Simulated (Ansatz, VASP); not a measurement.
# W2N in two plane-wave programs, part 2 of 2

Wanted: the spread between two codes on one cell, functional and k mesh. The cell is taken from a series of runs on this material, whose earlier steps may have relaxed, scaled, displaced or heated it; both programs get it as it stands.

VASP 6.6.1 and Ansatz 0.2.0.

So far: The structure; VASP: zone-centre phonons, PBE.

### Step 3. Ansatz: zone-centre phonons, PBE

Level of this step: Ansatz beside VASP: Kohn-Sham DFT, plane waves, PBE (Ansatz).

Ansatz runs on its PAW soft_1 files.

The same cell, functional, mesh and smearing now go to Ansatz, which takes its cutoff from its data sets.

input.yaml reads:

```yaml
crystal:
  lattice:
    - [2.8630638329, 0.0, 0.0]
    - [-1.4315319165, 2.4072679729, 0.0]
    - [0.0, 0.0, 29.6237063742]
  atoms:
    - { symbol: "N", position: [0.0, 0.0, 0.3375674831] }
    - { symbol: W, position: [0.3368043233, 0.6736086466, 0.3855264073] }
    - { symbol: W, position: [0.6631956767, 0.3263913534, 0.2896085589] }
  periodic: [true, true, false]
kpoints:
  mp_grid: { grid: [18, 18, 1] }
hamiltonian:
  xc: pbe
  pseudopotentials: { kind: paw, azcp: { folder: soft_1 } }
scf:
  occupations: { method: methfessel_paxton, width: 0.2 }
output:
  eigenvalues: true
phonons:
  method: dfpt
```

Started as:

```bash
ansatz run input.yaml --threads 4 --pin off --max-ram 16384MiB --backend cpu --events-out ev --progress --plain --runs-dir out
```

Numbers of over 12 decimals in the logs are rounded to 6 here.

What it wrote:

```text
Warning: crystal.symmetry: narrowed to the stabiliser of the run's FFT grids — unitary ops 4 → 2. A phonons.method: dfpt run fills in the rows of the dynamical matrix that it does not solve by its symmetry operations, which is exact only for operations that map its FFT grids onto themselves: filled in by any other, the frequencies could depend on the order in which like atoms are typed, or, by more than the grids' own error, on where the crystal sits among the grids' points. Excluded: 2 operations. The run can therefore solve more perturbations, solve them on more k-points, or both, and cost more. [rest of the remark cut]
Engine: ansatz 0.2.0, aarch64-unknown-linux-gnu
Pseudopotentials: kind: paw
Pseudopotential: N, paw, valence charge 5, recommended cutoff 420 eV (normal), soft_1/N.paw.azcp
Pseudopotential: W, paw, valence charge 14, recommended cutoff 420 eV (normal), soft_1/W.paw.azcp
Functional definition: PBE
  parameter kappa = 0.804
  parameter beta = 0.066725
  exchange = pbe_x(kappa = kappa, mu = beta*pi^2/3)
  correlation = pbe_c(beta = beta)
Crystal: 3 atoms, lattice volume = 204.171 Å³
Basis set: ecut = 420 eV, 4027 PW (Γ), exchange–correlation on 40×40×400 points (8 copies of the dense FFT grid, shifted against one another)
Bands: 21, of which v1, the nominal top of the filled ones, is band 17 counted from 1 (16 counted from 0)
Symmetry: 4 space group operations
k-points: 91 of 324 (irreducible under 2 space group operations, time reversal used)
Non-local potential: N, projectors of the file, l = 0: 2, l = 1: 2, l = 2: 1
Non-local potential: W, projectors of the file, l = 0: 3, l = 1: 2, l = 2: 2, l = 3: 1
PAW form: soft (Blöchl's): semilocal exchange-correlation on the pseudo side does not see the compensation charge
PAW one-centre angular grid: N, 110 points (default); XC on 64 Gauss nodes
PAW one-centre angular grid: W, 590 points (default); XC on 64 Gauss nodes
Initial density: superposition of atomic densities (neutral atoms: chi_scale 0, normalization atom)
Initial wavefunctions: pseudopotential atomic-orbital guess
Functional: x = pbe(κ = 0.804, μ = 0.219515), c = pbe(β = 0.066725)
SCF iter   1: F=—  HF=-21154.803841 eV  |F-HF|=—  |Δ(HF+E_count)|=         —  Δρ=5.40e-2  dr2=8.04e0  ethr=3.10e-3  ⟨swp⟩=11.5  Hψ=15710  notcnv=0
preconditioner: auto → LDOS  [metal: Δε(μ)=0.015 eV  Ē_g=8.242 eV  σ=0.200 eV  W_gap=0.06  n_scr=18 (ndim 8)  ℏωp=10.7 eV  f_vac=0.739  D(μ)=2.11/eV (n_scr^D=12)  β→1.0]
SCF iter   2: F=—  HF=-21153.204537 eV  |F-HF|=—  |Δ(HF+E_count)|=    1.60e0  S|Δr|=    0.00e0  Δρ=2.74e-2  dr2=1.21e0  ethr=3.10e-3  ⟨swp⟩=11.7  Hψ=24458  notcnv=0
automatic band count: the SCF goes on with 25 bands, as 21 were too few: they end inside the smearing window of the response
SCF iter   3: F=—  HF=-21152.922633 eV  |F-HF|=—  |Δ(HF+E_count)|=   2.82e-1  S|Δr|=    0.00e0  Δρ=3.78e-3  dr2=3.20e-2  ethr=3.10e-3  ⟨swp⟩=3.5  Hψ=5703  notcnv=0  defer=166
SCF iter   4: F=—  HF=-21152.925030 eV  |F-HF|=—  |Δ(HF+E_count)|=   2.40e-3  S|Δr|=    0.00e0  Δρ=1.13e-3  dr2=5.26e-3  ethr=9.71e-5  ⟨swp⟩=3.2  Hψ=4516  notcnv=0  defer=166
SCF iter   5: F=—  HF=-21152.924185 eV  |F-HF|=—  |Δ(HF+E_count)|=   8.44e-4  S|Δr|=    0.00e0  Δρ=3.95e-4  dr2=3.03e-4  ethr=1.59e-5  ⟨swp⟩=3.8  Hψ=4556  notcnv=0  defer=166
SCF iter   6: F=—  HF=-21152.924275 eV  |F-HF|=—  |Δ(HF+E_count)|=   8.98e-5  S|Δr|=    0.00e0  Δρ=9.93e-5  dr2=4.26e-5  ethr=9.19e-7  ⟨swp⟩=3.9  Hψ=4984  notcnv=0  defer=166
SCF iter   7: F=—  HF=-21152.924285 eV  |F-HF|=—  |Δ(HF+E_count)|=   9.49e-6  S|Δr|=    0.00e0  Δρ=3.59e-5  dr2=5.05e-6  ethr=1.29e-7  ⟨swp⟩=3.6  Hψ=3746  notcnv=0  defer=166
SCF iter   8: F=—  HF=-21152.924285 eV  |F-HF|=—  |Δ(HF+E_count)|=   6.71e-7  S|Δr|=    0.00e0  Δρ=8.52e-6  dr2=2.70e-7  ethr=1.53e-8  ⟨swp⟩=4.1  Hψ=4768  notcnv=0  defer=166
SCF iter   9: F=—  HF=-21152.924263 eV  |F-HF|=—  |Δ(HF+E_count)|=   2.29e-5  S|Δr|=    0.00e0  Δρ=2.24e-6  dr2=1.40e-8  ethr=8.18e-10  ⟨swp⟩=3.5  Hψ=4227  notcnv=0  defer=166
SCF iter  10: F=—  HF=-21152.924263 eV  |F-HF|=—  |Δ(HF+E_count)|=   1.76e-8  S|Δr|=    0.00e0  Δρ=3.64e-7  dr2=3.11e-10  ethr=4.25e-11  ⟨swp⟩=3.9  Hψ=4551  notcnv=0  defer=166
SCF iter  11: F=—  HF=-21152.924263 eV  |F-HF|=—  |Δ(HF+E_count)|=   3.85e-9  S|Δr|=    0.00e0  Δρ=1.02e-7  dr2=1.22e-11  ethr=1.00e-12  ⟨swp⟩=4.4  Hψ=5184  notcnv=0  defer=166
SCF iter  12: F=-21152.924263 eV  HF=-21152.924263 eV  |F-HF|=7.28e-12  |Δ(HF+E_count)|=  3.27e-11  S|Δr|=    0.00e0  Δρ=1.92e-8  dr2=4.97e-13  ethr=1.00e-12  ⟨swp⟩=25.5  Hψ=20040  notcnv=0
SCF 1 converged in 12 iterations: F = -21152.924263 eV  dr2 = 4.97e-13
  greatest PAW one-centre occupation: 0.999 electrons in one spin orbital (limit 2), on the W atom at site 2 (counted from 0), in its partial waves of l = 0
DFPT response loops at Γ: preconditioner auto → none (partly filled bands, converged f_vac=0.742); β = 0.50; Broyden in place of MSR1
SCF converged after 12 iterations
Stability not checked: this state was not tested for a lower state beside it, because cold or Methfessel-Paxton smearing, or corrected tetrahedra, fill the levels in a way that the test cannot read (fill_not_monotonic; see scf.lower_state_search)
Free energy (F): -21152.924263 eV
Harris-Foulkes:  -21152.924263 eV  (|F-HF|=7.28e-12)
Internal energy: -21152.926000 eV  (E = F + TS)
E sigma→0 (E₀):  -21152.924697 eV
Entropy (-TS):   0.001738 eV (0.579 meV/atom)
Fermi energy:    -5.236256 eV
--- Per-component energies (eV) ---
  E_band       = -1033.487934
  E_kinetic    = 967.805437
  E_local      = -84306.409569  (includes V_loc(G=0)·N_el)
  E_nonlocal   = -15.298901
  E_hartree    = 41598.817019
  E_xc         = -591.112750
  E_vxc        = -533.158022  (∫ρ·V_xc dr)
  E_paw        = -17283.152181  (= ΣΔE_a)
  E_vpaw       = -344.061996  (= ΣTr[D̂ρ^β])
  E_aug_tail   = 0.001112  (compensation charges beyond the density's cutoff)
  E_ewald      = 38476.423832
  E_smearing   = 0.001738  (= −TS)
  E_closure    = -0.000000  (closes the sum)
  Σ components = -21152.924263   (vs F -21152.924263, Δ=0.00e0)
--- Band table (eV; the first three rows and the last of 91) ---
  k-point 0: bands = [... 13 lower, -6.7356, -6.6533, -6.5322, -6.1113, -5.9946, -4.8773, -4.3184, -3.9878, ... 4 higher]
  k-point 1: bands = [... 13 lower, -6.7731, -6.6338, -6.5336, -6.4447, -5.6894, -4.9231, -4.4918, -3.8925, ... 4 higher]
  k-point 2: bands = [... 13 lower, -7.3487, -6.7237, -6.3779, -6.1790, -5.5190, -4.9467, -4.7529, -3.7203, ... 4 higher]
  k-point 90: bands = [... 13 lower, -7.1548, -7.0873, -6.5866, -5.0536, -4.0666, -3.5714, -2.3804, -2.0974, ... 4 higher]
  ° read free of the cell's end (the report's vacuum.weakly_bound_levels)
--- Phonons (Γ-DFPT): 9 representative perturbations + reference, on 91 of 324 k-points (Σ response iterations 46) ---
  ASR residual: 7.661e-5 → 0.000e0 eV/Å²; symmetrization residual: 8.494e-6 eV/Å²
  The last average, over the group as it would stand without the narrowing to the FFT grids, took up to 1.266e-6 eV/Å² of the zone centre's force constants
  ASR residual per site (eV/Å²): 2.86e-5 7.53e-5 7.66e-5
  Γ frequencies (cm⁻¹): 0.00 0.00 0.00 79.07 86.41 136.72 263.52 280.96 591.34
  non-analytic LO–TO correction: not included (Born effective charges unavailable; polar crystals: no LO–TO splitting at Γ)
```

### Step 4. Comparison

Known differences besides the potentials themselves: Ansatz cuts the interaction across the vacuum, VASP repeats the sheet without a dipole correction; the data sets hold 33 valence electrons in Ansatz (on its PAW soft_1 files) and 17 in VASP; the cutoff is 420 eV in Ansatz and 600 eV in VASP. Total energies have different zeros and are not compared.

Both answers:

| quantity | Ansatz | VASP | difference |
| --- | --- | --- | --- |
| optical mode 1 (cm⁻¹) | 79.1 | 81.8 | -3.33 % |
| optical mode 2 (cm⁻¹) | 86.4 | 88.8 | -2.74 % |
| optical mode 3 (cm⁻¹) | 136.7 | 138.3 | -1.16 % |
| optical mode 4 (cm⁻¹) | 263.5 | 279.3 | -5.66 % |
| optical mode 5 (cm⁻¹) | 281.0 | 292.3 | -3.89 % |
| optical mode 6 (cm⁻¹) | 591.3 | 605.7 | -2.37 % |

Modes are paired by rising frequency, not by their patterns, so a pair may set unlike modes beside each other; they are those without the splitting of longitudinal modes. Where the cell holds vacuum, a pressure given here is an average over it and none of the material.

### Step 5. Further runs

Further runs change the set-up of one program: Ansatz's method, potentials or start, or VASP's data sets, cutoff or form of LDA. The table gives Ansatz less VASP for each quantity, since a change that brings one quantity closer may part another.

| run | optical mode 1 (%) | optical mode 2 (%) | optical mode 3 (%) | optical mode 4 (%) | optical mode 5 (%) | optical mode 6 (%) |
| --- | --- | --- | --- | --- | --- | --- |
| as above | -3.3 | -2.7 | -1.2 | -5.7 | -3.9 | -2.4 |
| VASP with the data sets N and W_sv | -1.3 | -1.3 | -1.1 | -2.8 | -2.2 | -0.98 |

### Step 6. Summary of results

```
r.m.s. difference of the optical zone-centre modes, each program's sorted by frequency (zone-centre phonons, PBE) : 10 cm⁻¹
difference in optical mode 4 (zone-centre phonons, PBE)                                                           : -5.7 %
```

In words: The r.m.s. difference of the optical zone-centre modes, each program's sorted by frequency is 10 cm⁻¹ (zone-centre phonons, PBE). The data sets hold unlike numbers of valence electrons (33 in Ansatz and 17 in VASP), so part of the differences may come from the potentials. Among the rows given in per cent, the largest difference of the zone-centre phonons, PBE pair is in optical mode 4, -5.7 %. Zone-centre phonons, PBE, VASP with the data sets N and W_sv: the difference in optical mode 1 goes from -3.3 to -1.3 %; the difference in optical mode 2 goes from -2.7 to -1.3 %; the difference in optical mode 4 goes from -5.7 to -2.8 %; the difference in optical mode 5 goes from -3.9 to -2.2 %; the difference in optical mode 6 goes from -2.4 to -0.98 %. Such differences can come from data sets, numerical settings and the points named under the comparisons, not from the functional's error against experiment.

[Lines on the potential files, build, host, timing and source positions are cut from VASP's logs without a mark.]

[Logs are printed without paths, hosts, clocks, repeated set-up lines and the standing remarks that a program may print on its own settings, such as how far it seeks lower states.]

[Hosts, paths, dates, database ids (printed as entryN), source tags and the programs' standing remarks are cut or masked in the printed files.]
